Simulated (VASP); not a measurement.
## Band gap of diamond and zinc-blende semiconductors: measurement against mBJ

Computed values from VASP (plane waves, PAW); cells keep the symmetry of their structure type. No spin-orbit coupling. Gaps are read over mesh and path in PBE's cells.

Here x stands for mBJ gap and y for measured gap.

```
solid  mBJ gap (eV)  measured gap (eV)  cut-off (eV)            basis of the measured value
-----  ------------  -----------------  ------------  -------------------------------------
Ge             0.29                  ?           520  low temperature, zero-point corrected
GaAs           1.22               1.57           520  low temperature, zero-point corrected
InP            1.40               1.47           520  low temperature, zero-point corrected
CdTe           1.64               1.63           520         unstated, zero-point corrected
SiC            2.36               2.53           520  low temperature, zero-point corrected
GaP            2.45               2.43           520  low temperature, zero-point corrected
ZnS            3.60               3.94           520  low temperature, zero-point corrected
```

Problem. Fit y against x with a straight line, and predict the withheld value at x = 0.29.

Solution. With u = x - 2.1, the rows have u = -0.8800, -0.7000, -0.4600, 0.2600, 0.3500, 1.5000. Means: u 0.011667, y 2.262. About the means, the sum of products is 4.0996 and the sum of squares of u is 3.9153; the slope is their ratio. Least squares gives y = 2.249 + 1.0471·u. Residuals (row less fit): 0.242, -0.046, -0.137, 0.009, -0.185, 0.120; standard error 0.179 (degrees of freedom: 4). The slope is 1.05 with a standard error of 0.091. Before the fit, mBJ less measured has mean -0.150, mean absolute 0.160 and median absolute 0.120 eV over these 6 rows. At the withheld row, u = -1.8100, so y = 2.249 + 1.0471 × (-1.8100) = 0.354 eV. The measured value is 0.79 eV, 0.436 eV above the prediction (13.8 % of the range of y in the table). The row lies outside the fitted rows, so this is an extrapolation. From the scatter of the fitted rows alone, a prediction at this place has a standard error of 0.255 eV, so the miss is 1.7 times that.

Plain mBJ misses this row by -0.50 eV. Spin-orbit coupling is left out, which can shift this property for Ge, GaAs, InP, CdTe. The rows are a random draw of 7 from the 7 solids that have both values on this basis (zero-point corrected by the source), of 15 computed in this series. Not drawn: V to Ni and open 4f shells, rows kept for tests, unfit runs, cells that left their space group, values derived or compiled from fits, values whose temperature is given only as extrapolated, encyclopaedia, home-page and unnamed sources, sources from 2025 on, runs on another kind of cell. Optical and fundamental gaps aren't told apart in the measured column. Measured values as quoted by these papers, many of them computational: Ge Anna Miglio et al., npj Computational Materials (2020), arXiv:2011.12765; GaAs Wei Chen et al., Physical Review Materials (2018), doi:10.1103/physrevmaterials.2.073803; InP Wei Chen et al., Physical Review Materials (2018), doi:10.1103/physrevmaterials.2.073803; CdTe Anna Miglio et al., npj Computational Materials (2020), arXiv:2011.12765; SiC Wei Chen et al., Physical Review Materials (2018), doi:10.1103/physrevmaterials.2.073803; GaP Wei Chen et al., Physical Review Materials (2018), doi:10.1103/physrevmaterials.2.073803; ZnS Wei Chen et al., Physical Review Materials (2018), doi:10.1103/physrevmaterials.2.073803.
